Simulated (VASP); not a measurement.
VASP runs on CdTe (space group F-43m) share one base input (PBE GGA, plane waves, VASP's PBE PAW potentials (set 64)) and change the settings named in each case.

KPOINTS:
```
Automatic
0
gamma
 5 5 5
```

**POSCAR**
```
CdTe
1
    0.0000000000     3.2400000000     3.2400000000
    3.2400000000     0.0000000000     3.2400000000
    3.2400000000     3.2400000000     0.0000000000
Cd Te
1 1
Direct
  0.0000000000   0.0000000000   0.0000000000
  0.2500000000   0.2500000000   0.2500000000
```

**INCAR**
```
SYSTEM = CdTe
PREC = Accurate; ENCUT = 300; LREAL = F
LASPH = T
EDIFF = 1E-6; NELM = 100; ALGO = Normal
LMAXMIX = 4
ISMEAR = -1; SIGMA = 0.05
GGA = PE
ISIF = 2
LWAVE = F; LCHARG = F
```

POTCAR, in this order: Cd Te (PBE.64 set). Program: vasp_std.

```tsv
change	E(σ→0) (eV/atom)	pressure (GPa)	−TS (eV)
base run	-2.3774	2.77	0.0000
GGA removed, POTCAR Cd Te (LDA.64 set)	-3.0114	-1.14	-0.0001
GGA_COMPAT = .FALSE., LNONCOLLINEAR = .TRUE., LSORBIT = .TRUE., MAGMOM = 0.0 0.0 0.0 0.0 0.0 0.0, program vasp_ncl	-2.4400	…	-0.0001
KPOINTS 2×2×2 Γ-centred mesh	-1.7483	6.39	-0.0005
```

Task: Fill in the missing entries.

Result: 
- GGA_COMPAT = .FALSE., LNONCOLLINEAR = .TRUE., LSORBIT = .TRUE., MAGMOM = 0.0 0.0 0.0 0.0 0.0 0.0, program vasp_ncl, pressure (GPa): 2.80

Energies of different potentials or functionals have different zeros.  Unless said otherwise, spin-orbit coupling is left out, though it shifts the bands of the heavy elements here. At 300 eV the pressure can carry a Pulay error.

Left out are runs that ran out of time, are held back, or changed the cell or the kind of run, fixed moments of cells without a moment, rows past the twelfth, gaps on odd meshes, pressures of charged cells and columns that move by less than the noise.

The structure is a typed CdTe crystal (F-43m). The cell was not relaxed at this level.
